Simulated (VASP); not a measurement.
VASP runs on Li2Se (space group P1) share one base input (PBE GGA, plane waves, VASP's PBE PAW potentials (set 64)) and change the settings named in each case.

### INCAR
```
# general
SYSTEM   =  Li2Se
PREC     =  Accurate
ENCUT    =  400
LREAL    =  .FALSE.
LASPH    =  .TRUE.   # aspherical one-centre terms

# electronic loop
EDIFF    =  1E-6   # SCF stop (eV)
NELM     =  100
ALGO     =  Normal   # blocked Davidson
LMAXMIX  =  4

# smearing
ISMEAR   =  -1
SIGMA    =  0.02   # width (eV)

# functional
GGA      =  PE   # PBE

# ions
ISIF     =  2   # forces and stress, cell fixed

# output
LWAVE    =  .FALSE.
LCHARG   =  .FALSE.
```

File KPOINTS:
```
Regular mesh
0
G
  5 5 5
0 0 0
```

**POSCAR**
```
Li2Se
6.0
  0.0000000000   0.5000000000   0.5000000000
  0.5000000000   0.0000000000   0.5000000000
  0.5000000000   0.5000000000   0.0000000000
Li Se
2 1
Direct
  0.2548940000   0.2524600000   0.2409880000
  0.7478490000   0.7396880000   0.7581650000
 -0.0027430000   0.0078520000   0.0008470000
```

POTCAR, in this order: Li_sv Se (PBE.64 set). Program: vasp_std.

```csv
change,E(σ→0) (eV/atom),pressure (GPa),largest force (eV/Å)
base run,-3.7263,-1.69,0.167
"GGA removed, POTCAR Li_sv Se (LDA.64 set)",-4.0650,-4.30,0.154
"GGA_COMPAT = .FALSE., LNONCOLLINEAR = .TRUE., LSORBIT = .TRUE., MAGMOM = 0.0 0.0 0.0 0.0 0.0 0.0 0.0 0.0 0.0, program vasp_ncl",-3.7319,…,0.167
KPOINTS 4×4×4 Γ-centred mesh,-3.7239,-1.61,0.166
```

Problem. Complete the blanks.

Solution. 
- GGA_COMPAT = .FALSE., LNONCOLLINEAR = .TRUE., LSORBIT = .TRUE., MAGMOM = 0.0 0.0 0.0 0.0 0.0 0.0 0.0 0.0 0.0, program vasp_ncl, pressure (GPa): -1.65

Energies of different potentials or functionals have different zeros.  At 400 eV the pressure can carry a Pulay error.

Left out are runs that ran out of time, are held back, or changed the cell or the kind of run, fixed moments of cells without a moment, rows past the twelfth, gaps on odd meshes, pressures of charged cells and columns that move by less than the noise.

The structure is a typed Li2Se crystal. The cell was not relaxed at this level, its atoms were moved at random.
